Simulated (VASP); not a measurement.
Level of theory: PW91 GGA, VASP's PBE PAW potentials (set 64) (plane waves; VASP).

A VASP calculation is set up with these files.

### KPOINTS
```
Automatic mesh
0
Gamma
11 11 11
0 0 0
```

**POSCAR**
```
BAs
1.0
  0.0000000000   2.4094163433   2.4094163433
  2.4094163433   0.0000000000   2.4094163433
  2.4094163433   2.4094163433   0.0000000000
B As
1 1
Cart
  0.0000000000   0.0000000000   0.0000000000
  1.2047081717   1.2047081717   1.2047081717
```

INCAR:
```
SYSTEM=BAs
PREC=Accurate; ENCUT=520; LREAL=.False.
LASPH=.True.
EDIFF=1E-7; NELM=100; ALGO=Normal
LMAXMIX=4
ISMEAR=-5
GGA=91
ISIF=2
LWAVE=.False.; LCHARG=.True.; LORBIT=11
NEDOS=601
```

POTCAR, in this order: B As (PBE.64 set). Program: vasp_std.

The resulting files:

File OUTCAR:
```
 ion  position               nearest neighbor table
   1  0.000  0.000  0.000-   2 2.09   2 2.09   2 2.09   2 2.09
   2  0.250  0.250  0.250-   1 2.09   1 2.09   1 2.09   1 2.09
  LATTYP: Found a face centered cubic cell.
 ALAT       =     4.8188326866
 Subroutine PRICEL returns:
 Original cell was already a primitive cell.
 Subroutine GETGRP returns: Found 24 space group operations
The static configuration has the point symmetry T_d .
The dynamic configuration has the point symmetry T_d .
 Subroutine INISYM returns: Found 24 space group operations
 Subroutine IBZKPT returns following result:
 Found     56 irreducible k-points:

 Following reciprocal coordinates:
            Coordinates               Weight
  0.000000  0.000000  0.000000      1.000000
  0.090909  0.000000  0.000000      8.000000
  0.181818  0.000000  0.000000      8.000000
  0.272727  0.000000  0.000000      8.000000
  0.363636  0.000000  0.000000      8.000000
  0.454545  0.000000  0.000000      8.000000
  0.090909  0.090909  0.000000      6.000000
  0.181818  0.090909  0.000000     24.000000
  0.272727  0.090909  0.000000     24.000000
  0.363636  0.090909  0.000000     24.000000
  0.454545  0.090909  0.000000     24.000000
 -0.454545  0.090909  0.000000     24.000000
 -0.363636  0.090909  0.000000     24.000000
 -0.272727  0.090909  0.000000     24.000000
 -0.181818  0.090909  0.000000     24.000000
 -0.090909  0.090909  0.000000     12.000000
  0.181818  0.181818  0.000000      6.000000
  0.272727  0.181818  0.000000     24.000000
  0.363636  0.181818  0.000000     24.000000
  0.454545  0.181818  0.000000     24.000000
 -0.454545  0.181818  0.000000     24.000000
 -0.363636  0.181818  0.000000     24.000000
 -0.272727  0.181818  0.000000     24.000000
 -0.181818  0.181818  0.000000     12.000000
...
```

### OSZICAR
```
       N       E                     dE             d eps       ncg     rms          rms(c)
DAV:   1     0.143988537224E+02    0.14399E+02   -0.39360E+03   904   0.884E+02
DAV:   2    -0.116620996454E+02   -0.26061E+02   -0.25529E+02  1368   0.107E+02
DAV:   3    -0.120256579538E+02   -0.36356E+00   -0.36356E+00  1024   0.174E+01
DAV:   4    -0.120263053247E+02   -0.64737E-03   -0.64737E-03  1320   0.740E-01
DAV:   5    -0.120263055202E+02   -0.19555E-06   -0.19554E-06  1008   0.106E-02    0.479E+00
DAV:   6    -0.114894776923E+02    0.53683E+00   -0.17501E+00   928   0.672E+00    0.237E+00
DAV:   7    -0.114327144762E+02    0.56763E-01   -0.19087E-01  1280   0.264E+00    0.930E-01
DAV:   8    -0.114252161290E+02    0.74983E-02   -0.22784E-02  1008   0.102E+00    0.113E-01
DAV:   9    -0.114254605630E+02   -0.24443E-03   -0.57212E-04  1096   0.191E-01    0.642E-02
DAV:  10    -0.114255943275E+02   -0.13376E-03   -0.22387E-04   968   0.108E-01    0.152E-02
DAV:  11    -0.114256000428E+02   -0.57154E-05   -0.74526E-06  1376   0.233E-02    0.137E-02
DAV:  12    -0.114255996237E+02    0.41913E-06   -0.20616E-06   936   0.911E-03    0.186E-03
DAV:  13    -0.114255996403E+02   -0.16638E-07   -0.58813E-08   600   0.218E-03
   1 F= -.11425600E+02 E0= -.11425600E+02  d E =0.000000E+00
```

OUTCAR:
```
------------------------ aborting loop because EDIFF is reached ----------------------------------------
  FORCE on cell =-STRESS in cart. coord.  units (eV):
  Direction    XX          YY          ZZ          XY          YZ          ZX
  --------------------------------------------------------------------------------------
  Total        0.0008436      0.0008436      0.0008436      0.0000000      0.0000000      0.0000000
  in kB        0.0483162      0.0483162      0.0483162      0.0000000      0.0000000      0.0000000
  external PRESSURE =       0.0483162 kB  Pullay stress =       0.0000000 kB
  volume of cell :       27.97
      direct lattice vectors                 reciprocal lattice vectors
     0.000000000  2.409416343  2.409416343    -0.207519137  0.207519137  0.207519137
     2.409416343  0.000000000  2.409416343     0.207519137 -0.207519137  0.207519137
     2.409416343  2.409416343  0.000000000     0.207519137  0.207519137 -0.207519137
  FREE ENERGIE OF THE ION-ELECTRON SYSTEM (eV)
  ---------------------------------------------------
  free  energy   TOTEN  =       -11.4255996403 eV

  energy  without entropy=      -11.4255996403  energy(sigma->0) =      -11.42559964

 total charge

# of ion       s       p       d       tot
------------------------------------------
    1        0.656   1.153   0.000   1.808
    2        1.175   1.644   0.083   2.903
--------------------------------------------------
tot          1.831   2.797   0.083   4.711
```
(Selected blocks of OUTCAR.)

The compound is BAs in the zinc blende structure. It was relaxed first.
